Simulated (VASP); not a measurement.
ZnS (wurtzite):

```
CELL_PARAMETERS angstrom
      1.91000    -3.30822     0.00000
      1.91000     3.30822     0.00000
      0.00000     0.00000     6.26000
ATOMIC_POSITIONS crystal
  Zn 0.66667 0.33333 0.50000
  Zn 0.33333 0.66667 0.00000
  S  0.66667 0.33333 0.87500
  S  0.33333 0.66667 0.37500
```

The lowest empty band near Γ, direction in plane, from mBJ (TB09) with spin-orbit coupling in VASP (PAW); its two spin partners are averaged. The gap over the points computed is 3.76 eV, and the next band on that side lies 0.74 eV away at the edge.

Settings: 400 eV cut-off, 8×8×4 Γ-centred mesh, Gaussian smearing of 0.050 eV, potentials Zn S.

| distance from the edge in k (1/Å) | distance in energy (meV) |
|---|---|
| 0.018 | 4.3 |
| 0.025 | 8.4 |
| 0.035 | 16.6 |
| 0.050 | 33.6 |
| 0.070 | 65.1 |

Fit E(1 + αE) = ħ²k²/2m* (ħ²/2m0 = 3.810 eV Å²) and predict the row at 0.095 1/Å.

Least squares on the energies gives the electron mass m* = 0.280 m0 and α = 0.35 per eV, and so 117.8 meV. The run gave 117.5 meV, -0.3 meV from the fit.

Left out are points under 3 meV from the edge, since the levels carry 0.1 meV, and points farther than half the way to the next band.

The compound is ZnS in the wurtzite structure, the high-temperature form. The cell was not relaxed at this level.
